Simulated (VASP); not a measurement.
# GW on Selenium

How does the gap of Selenium change from the starting functional to GW? The cell has space group P3_121. The start is a cell from a database of measured crystal structures.

Calculated with VASP 6.6.1; PBE; plane waves and PAW (Se_GW), in the first sound run; inputs show where later runs differ.

This is a report of a sequence of runs, with most program output left out.

## (1) Set-up

Symmetry: P3_121, No. 152, trigonal system. The conventional cell has a = 4.366 Å, b = 4.366 Å, c = 4.954 Å, α = 90.00°, β = 90.00°, γ = 120.00°. Nearest to Se lie 2 Se at 2.37 Å.

Coordinates:

```
Se
1.0
     4.36620    0.00000    0.00000
    -2.18310    3.78124    0.00000
     0.00000    0.00000    4.95360
Se
3
Direct
  0.22540 0.00000 0.33333
  0.00000 0.22540 0.66667
  0.77460 0.77460 0.00000
```

## (2) Ground state

The orbitals come from a self-consistent PBE run with a tight EDIFF and a narrow smearing. KPOINTS_OPT adds the bands along a path, which shows whether the mesh holds the band edges.

The input, INCAR:

```
SYSTEM = Se
PREC = Accurate
ENCUT = 300
EDIFF = 1E-08
NELM = 100
ISMEAR = 0
SIGMA = 0.01
LREAL = .FALSE.
ALGO = Normal
GGA = PE
NBANDS = 15
LORBIT = 11
LWAVE = .TRUE.
LCHARG = .FALSE.
KPAR = 4
```

The input, POSCAR:

```
Se
1.0
    4.3662000000      0.0000000000      0.0000000000
   -2.1831000000      3.7812401180      0.0000000000
    0.0000000000      0.0000000000      4.9536000000
Se
3
Direct
    0.2254000000      0.0000000000      0.3333333333
    0.0000000000      0.2254000000      0.6666666667
    0.7746000000      0.7746000000      0.0000000000
```

The input, KPOINTS:

```
Automatic mesh
0
Gamma
3 3 4
0 0 0
```

The input, KPOINTS_OPT:

```
Line mode
12
Line-mode
Reciprocal
  0.00000000   0.00000000   0.00000000 GAMMA
  0.50000000   0.00000000   0.00000000 M

  0.50000000   0.00000000   0.00000000 M
  0.33333333   0.33333333   0.00000000 K

  0.33333333   0.33333333   0.00000000 K
  0.00000000   0.00000000   0.00000000 GAMMA

  0.00000000   0.00000000   0.00000000 GAMMA
  0.00000000   0.00000000   0.50000000 A

  0.00000000   0.00000000   0.50000000 A
  0.50000000   0.00000000   0.50000000 L

  0.50000000   0.00000000   0.50000000 L
  0.33333333   0.33333333   0.50000000 H

  0.33333333   0.33333333   0.50000000 H
  0.00000000   0.00000000   0.50000000 A

  0.50000000   0.00000000   0.50000000 L
  0.50000000   0.00000000   0.00000000 M

  0.33333333   0.33333333   0.00000000 K
  0.33333333   0.33333333   0.50000000 H
```

Potentials, in the order of the species: Se_GW (PBE family, release 64).

Command:

```bash
mpirun -np 8 vasp_std
```

Wall time 4.6 s (8 MPI ranks of Intel Xeon 6975P-C (Granite Rapids), shared host); peak memory 1.1 GiB.

Numbers from this step:

| Property | Result |
| --- | --- |
| free energy (TOTEN) | -10.45 eV |
| Fermi energy | 2.569 eV |
| pressure | 2.899 GPa |
| least gap on mesh and path | 0.9864 eV |
| least direct gap on mesh and path | 1.176 eV |

The highest empty bands on the path are converged less tightly, to about 0.1 eV. The electronic bands at the labelled points (eV, zero at the valence-band top; v1 is the highest filled band, c1 the lowest empty one):

| point | v4 | v3 | v2 | v1 | c1 | c2 | c3 | c4 |
| --- | --- | --- | --- | --- | --- | --- | --- | --- |
| Γ | -3.78 | -2.06 | -2.06 | -0.42 | 1.85 | 1.85 | 2.14 | 6.13 |
| 0.55 of the way | -3.62 | -2.11 | -1.70 | -0.85 | 1.87 | 2.02 | 2.91 | 5.83 |
| M | -3.47 | -2.92 | -1.80 | -1.02 | 1.90 | 2.30 | 4.09 | 5.25 |
| 0.55 of the way | -3.20 | -2.89 | -2.19 | -1.42 | 2.37 | 2.91 | 3.84 | 5.71 |
| K | -2.84 | -2.84 | -2.71 | -1.65 | 3.03 | 3.03 | 3.71 | 5.86 |
| 0.55 of the way | -3.47 | -2.16 | -1.66 | -0.94 | 2.01 | 2.08 | 2.74 | 5.81 |
| Γ | -3.78 | -2.06 | -2.06 | -0.42 | 1.85 | 1.85 | 2.14 | 6.13 |
| 0.55 of the way | -3.50 | -1.94 | -1.53 | -0.92 | 1.37 | 1.45 | 1.62 | 6.63 |
| A | -3.41 | -1.56 | -1.56 | -1.14 | 1.19 | 1.19 | 1.24 | 6.24 |
| 0.55 of the way | -3.96 | -1.76 | -1.31 | -0.90 | 1.62 | 2.05 | 2.64 | 6.40 |
| L | -4.27 | -1.94 | -1.39 | 0.00 | 1.61 | 2.69 | 2.93 | 6.24 |
| 0.55 of the way | -4.70 | -1.14 | -1.10 | -0.03 | 1.33 | 2.64 | 2.83 | 6.38 |
| H | -4.97 | -1.01 | -0.23 | -0.23 | 0.99 | 2.69 | 2.69 | 6.63 |
| 0.55 of the way | -4.06 | -1.41 | -1.26 | -1.15 | 1.44 | 2.13 | 2.56 | 6.35 |
| A | -3.41 | -1.56 | -1.56 | -1.14 | 1.19 | 1.19 | 1.24 | 6.24 |
| jump to L | -4.27 | -1.94 | -1.39 | 0.00 | 1.61 | 2.69 | 2.93 | 6.24 |
| 0.45 of the way | -3.77 | -1.93 | -1.84 | -0.71 | 1.81 | 2.60 | 3.41 | 6.12 |
| M | -3.47 | -2.92 | -1.80 | -1.02 | 1.90 | 2.30 | 4.09 | 5.25 |
| jump to K | -2.84 | -2.84 | -2.71 | -1.65 | 3.03 | 3.03 | 3.71 | 5.86 |
| 0.45 of the way | -3.73 | -2.58 | -1.56 | -0.70 | 2.32 | 3.17 | 3.20 | 6.60 |
| H | -4.97 | -1.01 | -0.23 | -0.23 | 0.99 | 2.69 | 2.69 | 6.63 |

The cell has a gap of 0.986 eV on mesh and path and a pressure of +2.9 GPa, which holds the misfit of the given cell and coordinates with this functional, and any error of cutoff, mesh and data sets. Spin-orbit coupling is left out, which can shift or reorder these edges. Forces of up to 0.43 eV/Å remain in these settings.

## (3) Empty bands, functional PBE

ALGO = Exact makes the empty bands from the converged ground state in one step. LOPTICS writes the k-derivatives of the orbitals (WAVEDER), which give the long-wavelength limit of the screening.

The input, INCAR:

```
SYSTEM = Se
PREC = Accurate
ENCUT = 300
ISMEAR = 0
SIGMA = 0.01
LREAL = .FALSE.
GGA = PE
NBANDS = 528
ALGO = Exact
NELM = 1
LWAVE = .TRUE.
LCHARG = .FALSE.
LOPTICS = .TRUE.
NEDOS = 1000
CSHIFT = 0.1
```

POSCAR is that of step 2.

KPOINTS is that of step 2.

Command:

```bash
mpirun -np 8 vasp_std
```

It took 4.2 s on 8 MPI ranks; peak memory 1.2 GiB; 29 s of CPU time.

The gap is read on the k-mesh alone, so it is an upper bound where the band edges lie off the mesh.

A gap read on the k-mesh alone can miss the band edges.

Numbers from this step:

```yaml
gap_on_the_k_mesh: 1.215 eV
least_direct_gap_on_the_k_mesh: 1.215 eV
```

WAVECAR now holds 528 bands for 18 electrons. Its independent-particle dielectric tensor has xx, yy, zz = 13.8, 13.8, 15.7 on this mesh, which isn't tested for convergence in mesh or bands and lacks local fields.

## (4) evGW0

This step: evGW0 on PBE; plane waves and PAW (Se_GW) (VASP 6.6.1).

The lowest NBANDSGW levels in G are updated for four passes while W stays fixed, so the result depends less on the starting levels.

The input, INCAR:

```
SYSTEM = Se
PREC = Accurate
ENCUT = 300
ISMEAR = 0
SIGMA = 0.01
LREAL = .FALSE.
GGA = PE
NBANDS = 528
ALGO = EVGW0
NELMGW = 4
ENCUTGW = 200
NOMEGA = 48
PRECFOCK = Fast
NBANDSGW = 24
LWAVE = .FALSE.
LCHARG = .FALSE.
```

POSCAR is that of step 3.

KPOINTS is that of step 3.

Command:

```bash
mpirun -np 8 vasp_std
```

The job ended after 5.9 min (8 MPI ranks; peak memory 3.5 GiB; 42 min of CPU time).

Numbers from this step:

| Property | Result |
| --- | --- |
| quasiparticle gap on the mesh | 2.095 eV |
| smallest direct quasiparticle gap on the mesh | 2.095 eV |
| gap of the starting orbitals on the mesh | 1.215 eV |

QP gap by iteration, by row:

| iteration | gap (eV) | direct gap (eV) |
| --- | --- | --- |
| 1 | 1.958 | 1.958 |
| 2 | 2.072 | 2.072 |
| 3 | 2.091 | 2.091 |
| 4 | 2.095 | 2.095 |

GW takes the gap from 1.215 to 2.095 eV. The last pass still moved it by +4 meV. The mesh misses a band edge: at the starting level the path gave a gap 0.23 eV smaller. Spin-orbit coupling is left out. The value holds for 528 bands, ENCUTGW = 200 eV and this mesh, and isn't shown to be converged in them.

## (5) Orbitals for another starting point

This step: PBE; plane waves and PAW (Se_GW) (VASP 6.6.1).

A hybrid converges faster from good orbitals, so a cheap PBE run writes WAVECAR first.

The input, INCAR:

```
SYSTEM = Se
PREC = Accurate
ENCUT = 300
EDIFF = 1E-05
NELM = 100
ISMEAR = 0
SIGMA = 0.01
LREAL = .FALSE.
ALGO = Normal
GGA = PE
NBANDS = 15
LORBIT = 11
LWAVE = .TRUE.
LCHARG = .FALSE.
KPAR = 4
NCORE = 2
```

POSCAR is that of step 4.

KPOINTS is that of step 4.

Command:

```bash
mpirun -np 8 vasp_std
```

Elapsed: 1.4 s, on 8 MPI ranks; peak memory 1 GiB.

This step gave:

* Fermi energy: 2.518 eV
* pressure: 2.903 GPa
* gap on the k-mesh: 1.216 eV
* least direct gap on the k-mesh: 1.216 eV

The run ends at a pressure of 2.90 GPa, with forces up to 0.43 eV/Å.

## (6) Another starting point

This step: HSE06; plane waves and PAW (Se_GW) (VASP 6.6.1).

To see how much the result owes to its start, the ground state is made again with HSE06. A small SIGMA keeps every occupation at zero or full.

The input, INCAR:

```
SYSTEM = Se
PREC = Accurate
ENCUT = 300
EDIFF = 1E-08
NELM = 100
ISMEAR = 0
SIGMA = 0.01
LREAL = .FALSE.
ALGO = Normal
LHFCALC = .TRUE.
AEXX = 0.25
GGA = PE
HFSCREEN = 0.2
LASPH = .TRUE.
NBANDS = 15
PRECFOCK = Fast
LORBIT = 11
LWAVE = .TRUE.
LCHARG = .FALSE.
KPAR = 4
```

POSCAR is that of step 5.

KPOINTS is that of step 5.

The WAVECAR or CHGCAR of an earlier step is read.

Command:

```bash
mpirun -np 8 vasp_std
```

Elapsed: 16 s, on 8 MPI ranks; peak memory 1.8 GiB.

The k-mesh is coarse for exact exchange; levels may shift by about 0.1 eV on a finer one. The PAW data sets were made with PBE, which is usual practice but a small mismatch for other functionals.

This step gave:

```
free energy (TOTEN)            : -13.24 eV
Fermi energy                   : 1.957 eV
gap on the k-mesh              : 2.068 eV
least direct gap on the k-mesh : 2.068 eV
```

## (7) Empty bands, functional HSE06

The input, INCAR:

```
SYSTEM = Se
PREC = Accurate
ENCUT = 300
ISMEAR = 0
SIGMA = 0.01
LREAL = .FALSE.
LHFCALC = .TRUE.
AEXX = 0.25
GGA = PE
HFSCREEN = 0.2
LASPH = .TRUE.
NBANDS = 528
PRECFOCK = Fast
ALGO = Exact
NELM = 1
LWAVE = .TRUE.
LCHARG = .FALSE.
LOPTICS = .TRUE.
NEDOS = 1000
CSHIFT = 0.1
```

POSCAR is that of step 6.

KPOINTS is that of step 6.

The WAVECAR or CHGCAR of an earlier step is read.

Command:

```bash
mpirun -np 8 vasp_std
```

The job ended after 60 s (8 MPI ranks; peak memory 2.1 GiB; 7.9 min of CPU time).

## (8) G0W0

This step: G0W0 on HSE06; plane waves and PAW (Se_GW) (VASP 6.6.1).

G0W0 keeps orbitals and screening fixed and shifts each of the lowest NBANDSGW levels once.

The input, INCAR:

```
SYSTEM = Se
PREC = Accurate
ENCUT = 300
ISMEAR = 0
SIGMA = 0.01
LREAL = .FALSE.
LHFCALC = .TRUE.
AEXX = 0.25
GGA = PE
HFSCREEN = 0.2
LASPH = .TRUE.
NBANDS = 528
PRECFOCK = Fast
ALGO = EVGW0
NELMGW = 1
ENCUTGW = 200
NOMEGA = 48
NBANDSGW = 24
LWAVE = .FALSE.
LCHARG = .FALSE.
```

POSCAR is that of step 7.

KPOINTS is that of step 7.

The run starts from files that an earlier step left in the folder.

Command:

```bash
mpirun -np 8 vasp_std
```

Elapsed: 81 s, on 8 MPI ranks; peak memory 4.2 GiB.

This step gave:

| Item | Value |
| --- | --- |
| quasiparticle gap on the mesh | 2.444 eV |
| smallest direct quasiparticle gap on the mesh | 2.444 eV |
| gap of the starting orbitals on the mesh | 2.068 eV |

GW takes the gap from 2.068 to 2.444 eV. That is +486 meV against the one-shot pass on PBE. Spin-orbit coupling is left out. The value holds for 528 bands, ENCUTGW = 200 eV and this mesh, and isn't shown to be converged in them.

## (9) Summary

This step: GW series: evGW0 on PBE, G0W0 on HSE06; plane waves and PAW (VASP 6.6.1).

No new run; the numbers come from the runs before.

Cost is wall time times ranks on a shared host, with the step that makes the empty bands. GW runs:

```csv
level,bands,ENCUTGW (eV),NOMEGA,k mesh,starting gap (eV),quasiparticle gap (eV),direct gap (eV),cost (core minutes)
evGW0 on PBE,528,200,48,3x3x4,1.215,2.095,2.095,47.91
G0W0 on HSE06,528,200,48,3x3x4,2.068,2.444,2.444,18.8
```

## (10) Summary of results

```json
{
  "evGW0 on PBE, 528 bands, ENCUTGW 200 eV, NOMEGA 48, mesh 3×3×4": "1.215 → 2.095 eV",
  "G0W0 on HSE06, 528 bands, ENCUTGW 200 eV, NOMEGA 48, mesh 3×3×4": "2.068 → 2.444 eV"
}
```

**Reading.** evGW0 gives a quasiparticle gap of 2.095 eV on the mesh, 0.88 eV over the PBE gap on the same mesh. On mesh and path the starting valence top lies at (0.5, 0, 0.5) and the conduction bottom at (0.333, 0.333, 0.5), so the starting gap is indirect. The GW mesh misses an edge: at the starting level the gap along the path is 0.23 eV smaller, and with that offset the quasiparticle gap would be about 1.87 eV. Over the final values of the levels run here the gap spans 2.09 to 2.44 eV. In evGW0 the first pass, which is the one-shot result, gives 1.958 eV and pass 4 gives 2.095 eV; the last pass changed the gap by +4 meV, so the loop is converged. One-shot gaps: 1.958 eV from PBE and 2.444 eV from HSE06. The starting gaps span 0.85 eV and the one-shot gaps 0.49 eV. Bands, response cutoff and mesh weren't tested for convergence. On a mesh this coarse the value is a test of cost more than a converged gap. Spin-orbit coupling is left out; with Se in the cell it can split or shift band edges, by an amount that depends on which atoms form them and isn't tested here. The atoms weren't relaxed and carry forces of up to 0.43 eV/Å at PBE in the first static run, so the numbers belong to the given coordinates, and a relaxation would change them. Not tabulated here, as repeats of values shown or as unfit to read for their mesh, reference level or band range: eps2 curves (empty bands); eps1 curves and static values (empty bands); gaps (empty bands).

[Lines on the potential files, build, host, timing and source positions are cut from VASP's logs without a mark.]

[Logs are printed without paths, hosts, clocks, repeated set-up lines and the standing remarks that a program may print on its own settings, such as how far it seeks lower states.]

[Hosts, paths, dates, database ids (printed as entryN), source tags and the programs' standing remarks are cut or masked in the printed files.]

[Pressures printed for these runs are not shown converged in the cutoff: they can be off by several GPa and have the wrong sign.]
